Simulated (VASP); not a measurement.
# RbMg3 (Pm-3m) in VASP: further runs, part 3 of 3

VASP 6.6.1. The steps go on from the part before.

## 6. Relaxation of cell and atoms, PBE (species swapped into the GaNi3 type (Pm-3m, No. 221))

Input file INCAR:

```
ALGO     = Normal         # electronic algorithm
EDIFF    = 1E-7           # SCF threshold, eV
EDIFFG   = -0.04          # ionic threshold
ENCUT    = 600            # plane-wave cutoff, eV
GGA      = PE             # functional
IBRION   = 2              # ionic algorithm
ISIF     = 3              # what is computed and relaxed
ISMEAR   = 0              # smearing method
LASPH    = T              # aspherical terms in the spheres
LCHARG   = F              # write CHGCAR
LREAL    = F              # projectors in reciprocal space
LWAVE    = F              # write WAVECAR
NELM     = 60             # most SCF steps
NSW      = 90             # ionic steps
PREC     = Accurate       # precision mode
SIGMA    = 0.1            # smearing width, eV
```

Input file KPOINTS:

```
k-points
0
Gamma
  4 4 4
```

Input file POSCAR:

```
RbMg3
1.0
    4.3997470400      0.0000000000      0.0000000000
    0.0000000000      4.3997470400      0.0000000000
    0.0000000000      0.0000000000      4.3997470400
Rb Mg
1 3
Direct
    0.0000000000      0.0000000000      0.0000000000
    0.5000000000      0.0000000000      0.5000000000
    0.0000000000      0.5000000000      0.5000000000
    0.5000000000      0.5000000000      0.0000000000
```

Potentials or basis: VASP PAW PBE potentials, release 64 (Rb_sv, Mg).

Run with:

```bash
cat potpaw_PBE.64/Rb_sv/POTCAR potpaw_PBE.64/Mg/POTCAR > POTCAR
mpirun -np 1 vasp_std > vasp.out
```

OUTCAR:

```text
EDIFF = 1E-7
   EDIFFG = -0.04
   ENCUT = 600
   GGA = PE
   IBRION = 2
   ISIF = 3
   ISMEAR = 0
   LASPH = T
   LREAL = F
   NELM = 60
   NSW = 90
   PREC = Accurate

 ion  position               nearest neighbor table
   1  0.000  0.000  0.000-   2 3.11   3 3.11   4 3.11   2 3.11   3 3.11   3 3.11   4 3.11   3 3.11
                             2 3.11   4 3.11   2 3.11   4 3.11
   2  0.500  0.000  0.500-   1 3.11   3 3.11   4 3.11   1 3.11   4 3.11   3 3.11   4 3.11   4 3.11
                             1 3.11   3 3.11   1 3.11   3 3.11
   3  0.000  0.500  0.500-   1 3.11   2 3.11   4 3.11   1 3.11   4 3.11   1 3.11   2 3.11   1 3.11
                             2 3.11   4 3.11   4 3.11   2 3.11
   4  0.500  0.500  0.000-   1 3.11   2 3.11   3 3.11   2 3.11   3 3.11   1 3.11   2 3.11   2 3.11
                             1 3.11   3 3.11   3 3.11   1 3.11

  LATTYP: Found a simple cubic cell.
 ALAT       =     4.3997470400

  Lattice vectors:

 A1 = (   4.3997470400,   0.0000000000,   0.0000000000)
[... 179 lines left out ...]
  external PRESSURE =     187.4970947 kB  Pullay stress =       0.0000000 kB
[... 139 lines left out ...]
--------------------------------------- Ionic step        5  -------------------------------------------

 number of electron      15.0000000 magnetization

 Free energy of the ion-electron system (eV)
  ---------------------------------------------------
  ext. energy  EPLUGINS =         0.00000000
  ---------------------------------------------------
  free energy    TOTEN  =        -4.06463596 eV

  energy without entropy =       -4.04580531  energy(sigma->0) =       -4.05522064

 E-fermi :   1.4104     XC(G=0):  -7.5707

 val. band max:        1.3386159499   @ k =   0.5000   0.5000   0.5000
 cond. band min:       1.4142290560   @ k =   0.5000   0.2500   0.0000
 fundamental gap:      0.0756131061
 Fermi energy:         1.4103839018

 k-point     1 :       0.0000    0.0000    0.0000
  band No.  band energies     occupation
      1     -26.2329      2.00000
      2     -10.4218      2.00000
      3     -10.4218      2.00000
      4     -10.4218      2.00000
      5      -3.6619      2.00000
      6       1.0721      2.00000
      7       1.0721      2.00000
      8       1.9120      0.00000
      9       1.9120      0.00000
     10       1.9120      0.00000
     11       4.0109      0.00000
[... 155 lines left out ...]
  FREE ENERGIE OF THE ION-ELECTRON SYSTEM (eV)
  ---------------------------------------------------
  free  energy   TOTEN  =        -4.0646359619 eV

  energy  without entropy=       -4.0458053124  energy(sigma->0) =       -4.05522064

 reached required accuracy - stopping structural energy minimisation
```

Run time: 41 s. Hardware: 1 thread of Intel Xeon Platinum 8488C (Sapphire Rapids), shared host; peak memory 0.21 GiB.

Results:

```
Free energy                            : -4.0646 eV
Relaxed volume                         : 34.63 Å³/atom
Relaxed cell                           : a = 5.174 Å, b = 5.174 Å, c = 5.174 Å, α = 90.00°, β = 90.00°, γ = 90.00°
Space group after relaxing (to 0.05 Å) : Pm-3m (No. 221)
Energy gained by relaxing              : 519.6 meV/atom
Ionic steps                            : 5
Pressure after relaxing                : -0.1 GPa
```

Step by step:
| step | energy change (eV) | largest force (eV/Å) | pressure (GPa) | volume (Å³) |
| --- | --- | --- | --- | --- |
| 1 | 0.0000 | 0.0000 | 18.75 | 85.17 |
| 2 | -1.9433 | 0.0000 | 2.79 | 119.72 |
| 3 | -2.0599 | 0.0000 | 0.91 | 130.19 |
| 4 | -2.0101 | 0.0000 | -1.27 | 152.93 |
| 5 | -2.0785 | 0.0000 | -0.13 | 138.52 |

Final structure:
```cif
data_structure
_symmetry_space_group_name_H-M 'P 1'
_symmetry_Int_Tables_number 1
_cell_length_a 5.1742
_cell_length_b 5.1742
_cell_length_c 5.1742
_cell_angle_alpha 90.000
_cell_angle_beta 90.000
_cell_angle_gamma 90.000
_cell_volume 138.52
loop_
_atom_site_label
_atom_site_type_symbol
_atom_site_fract_x
_atom_site_fract_y
_atom_site_fract_z
_atom_site_occupancy
Rb1 Rb 0.00000 0.00000 0.00000 1
Mg1 Mg 0.50000 0.00000 0.50000 1
Mg2 Mg 0.00000 0.50000 0.50000 1
Mg3 Mg 0.50000 0.50000 0.00000 1
```

Levels at points of the mesh, in eV from the Fermi level:
```
           k point  band 4  band 5  band 6  band 7  band 8  band 9  band 10  band 11
(0.00, 0.00, 0.00)  -11.83   -5.07   -0.34   -0.34    0.50    0.50     0.50     2.60
(0.50, 0.00, 0.00)  -11.82   -3.73   -3.33    0.65    0.65    0.91     1.19     2.39
(0.50, 0.50, 0.00)  -11.82   -2.96   -2.15   -2.15   -1.20    1.69     1.69     2.28
(0.50, 0.50, 0.50)  -11.88   -1.86   -1.86   -1.86   -1.28   -0.07    -0.07    -0.07
```

Caveat: the volume moved by over 15 % at a fixed basis, so the end points are rough; the bands computed are all filled at some k points, so no gap is given.

## 7. Overview

```csv
task,cell,k mesh,cutoff (eV),gap on the mesh (eV),pressure (GPa),relaxed volume (Å³/atom)
single point,"species swapped into the GaNi3 type (Pm-3m, No. 221)",10 × 10 × 10,520,none,0.0,-
relaxation of cell and atoms,"relaxed from: species swapped into the GaNi3 type (Pm-3m, No. 221)",10 × 10 × 10,600,none,0.0,34.62
single point,"species swapped into the GaNi3 type (Pm-3m, No. 221)",4 × 4 × 4,520,none,0.1,-
relaxation of cell and atoms,"relaxed from: species swapped into the GaNi3 type (Pm-3m, No. 221)",4 × 4 × 4,600,-,-0.1,34.63
```

Alike in all rows: level PBE; potentials or basis VASP PAW PBE potentials, release 64 (Rb_sv, Mg); no spin polarisation; smearing gaussian 0.1 eV.

Caveats: the volume moved by over 15 % at a fixed basis, so the end points are rough (some runs); the bands computed are all filled at some k points, so no gap is given (some runs).

Total energies depend on the potentials used, so only differences within one code and one set of settings carry meaning.
